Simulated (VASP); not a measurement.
Given:

```yaml
crystal:
  lattice:
    - [0.00000, 2.75000, 2.75000]
    - [2.75000, 0.00000, 2.75000]
    - [2.75000, 2.75000, 0.00000]
  atoms:
    - { symbol: Li, position: [0.00000, 0.00000, 0.00000] }
    - { symbol: Br, position: [0.50000, 0.50000, 0.50000] }
```

These are G0W0 on PBE orbitals, VASP's PBE PAW potentials (set 64) (plane waves; VASP) values and carry that method's errors. Run with PREC = Normal, 500 eV cut-off, 4×4×4 Γ-centred mesh, Gaussian smearing of 0.010 eV, potentials Li_sv_GW Br_GW.

The mesh is coarse and the basis finite, so the quasiparticle values are not converged.

NBANDS = 64, ENCUTGW = 150 eV, NOMEGA = 64. The PBE levels (eV) that the step starts from are:

| state | KS energy | filling |
|---|---|---|
| k1 (0.00, 0.00, 0.00), band 2 | -13.33 | 2 |
| k1 (0.00, 0.00, 0.00), band 3 | 0.11 | 2 |
| k1 (0.00, 0.00, 0.00), band 4 | 0.11 | 2 |
| k1 (0.00, 0.00, 0.00), band 5 | 0.11 | 2 |
| k1 (0.00, 0.00, 0.00), band 6 | 5.03 | 0 |
| k1 (0.00, 0.00, 0.00), band 7 | 10.60 | 0 |
| k1 (0.00, 0.00, 0.00), band 8 | 10.60 | 0 |
| k1 (0.00, 0.00, 0.00), band 9 | 10.60 | 0 |
| k3 (0.50, 0.00, 0.00), band 2 | -12.86 | 2 |
| k3 (0.50, 0.00, 0.00), band 3 | -2.78 | 2 |
| k3 (0.50, 0.00, 0.00), band 4 | -0.16 | 2 |
| k3 (0.50, 0.00, 0.00), band 5 | -0.16 | 2 |
| k3 (0.50, 0.00, 0.00), band 6 | 5.72 | 0 |
| k3 (0.50, 0.00, 0.00), band 7 | 8.20 | 0 |
| k3 (0.50, 0.00, 0.00), band 8 | 8.20 | 0 |
| k3 (0.50, 0.00, 0.00), band 9 | 11.86 | 0 |
| k5 (0.50, 0.25, 0.00), band 2 | -12.76 | 2 |
| k5 (0.50, 0.25, 0.00), band 3 | -2.43 | 2 |
| k5 (0.50, 0.25, 0.00), band 4 | -1.23 | 2 |
| k5 (0.50, 0.25, 0.00), band 5 | -0.64 | 2 |
| k5 (0.50, 0.25, 0.00), band 6 | 6.90 | 0 |
| k5 (0.50, 0.25, 0.00), band 7 | 8.48 | 0 |
| k5 (0.50, 0.25, 0.00), band 8 | 9.86 | 0 |
| k5 (0.50, 0.25, 0.00), band 9 | 9.94 | 0 |

### Question
Give the quasiparticle energies and renormalisation factors Z.

### Answer

```json
[
 {"state": "k1 (0.00, 0.00, 0.00), band 2", "QP energy (eV)": "-14.68", "Z": "0.75"},
 {"state": "k1 (0.00, 0.00, 0.00), band 3", "QP energy (eV)": "-1.23", "Z": "0.80"},
 {"state": "k1 (0.00, 0.00, 0.00), band 4", "QP energy (eV)": "-1.23", "Z": "0.80"},
 {"state": "k1 (0.00, 0.00, 0.00), band 5", "QP energy (eV)": "-1.23", "Z": "0.80"},
 {"state": "k1 (0.00, 0.00, 0.00), band 6", "QP energy (eV)": "5.80", "Z": "0.82"},
 {"state": "k1 (0.00, 0.00, 0.00), band 7", "QP energy (eV)": "11.47", "Z": "0.81"},
 {"state": "k1 (0.00, 0.00, 0.00), band 8", "QP energy (eV)": "11.47", "Z": "0.81"},
 {"state": "k1 (0.00, 0.00, 0.00), band 9", "QP energy (eV)": "11.47", "Z": "0.81"},
 {"state": "k3 (0.50, 0.00, 0.00), band 2", "QP energy (eV)": "-14.11", "Z": "0.76"},
 {"state": "k3 (0.50, 0.00, 0.00), band 3", "QP energy (eV)": "-4.48", "Z": "0.77"},
 {"state": "k3 (0.50, 0.00, 0.00), band 4", "QP energy (eV)": "-1.54", "Z": "0.79"},
 {"state": "k3 (0.50, 0.00, 0.00), band 5", "QP energy (eV)": "-1.54", "Z": "0.79"},
 {"state": "k3 (0.50, 0.00, 0.00), band 6", "QP energy (eV)": "6.45", "Z": "0.83"},
 {"state": "k3 (0.50, 0.00, 0.00), band 7", "QP energy (eV)": "9.12", "Z": "0.82"},
 {"state": "k3 (0.50, 0.00, 0.00), band 8", "QP energy (eV)": "9.12", "Z": "0.82"},
 {"state": "k3 (0.50, 0.00, 0.00), band 9", "QP energy (eV)": "12.89", "Z": "0.77"},
 {"state": "k5 (0.50, 0.25, 0.00), band 2", "QP energy (eV)": "-14.01", "Z": "0.77"},
 {"state": "k5 (0.50, 0.25, 0.00), band 3", "QP energy (eV)": "-4.08", "Z": "0.78"},
 {"state": "k5 (0.50, 0.25, 0.00), band 4", "QP energy (eV)": "-2.74", "Z": "0.79"},
 {"state": "k5 (0.50, 0.25, 0.00), band 5", "QP energy (eV)": "-2.08", "Z": "0.79"},
 {"state": "k5 (0.50, 0.25, 0.00), band 6", "QP energy (eV)": "7.69", "Z": "0.82"},
 {"state": "k5 (0.50, 0.25, 0.00), band 7", "QP energy (eV)": "9.38", "Z": "0.81"},
 {"state": "k5 (0.50, 0.25, 0.00), band 8", "QP energy (eV)": "10.75", "Z": "0.80"},
 {"state": "k5 (0.50, 0.25, 0.00), band 9", "QP energy (eV)": "10.94", "Z": "0.81"}
]
```
On the mesh the gap opens from 4.92 to 7.03 eV.

The compound is LiBr in the rock salt structure. The cell was not relaxed at this level. The k-mesh is coarse (spacing up to 0.49 per Å, 2π included), so the numbers may not be converged in it.
